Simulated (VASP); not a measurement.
Consider the following.

```
CELL_PARAMETERS angstrom
      1.33581    -2.31369     0.00000
      1.33581     2.31369     0.00000
      0.00000     0.00000     4.69473
ATOMIC_POSITIONS crystal
  Zn 0.33333 0.66667 0.25000
  Zn 0.66667 0.33333 0.75000
```

The numbers are results of PBEsol GGA, VASP's PBE PAW potentials (set 64) (plane waves; VASP), not measurements. Settings: 520 eV cut-off, 16×16×8 Γ-centred mesh, first-order Methfessel-Paxton smearing of 0.10 eV, potentials Zn.

Task: The ions and cell shape at fixed volume are relaxed. What does this cell relax into?

Result: 
```
CELL_PARAMETERS angstrom
      1.31419    -2.27624     0.00000
      1.31419     2.27624     0.00000
      0.00000     0.00000     4.85049
ATOMIC_POSITIONS crystal
  Zn 0.33333 0.66667 0.25000
  Zn 0.66667 0.33333 0.75000
```
Space group P6_3/mmc (194), at a tolerance of 0.03 Å.

Task: How much energy does the relaxation gain?

Result: The energy (σ→0) changes by -7.6 meV/atom, in 6 ionic steps.

The compound is Zn in the hcp structure. This cell is one point of a volume scan, at 1.03 of the reference volume. Symmetry was kept, so distortions that lower it aren't found.
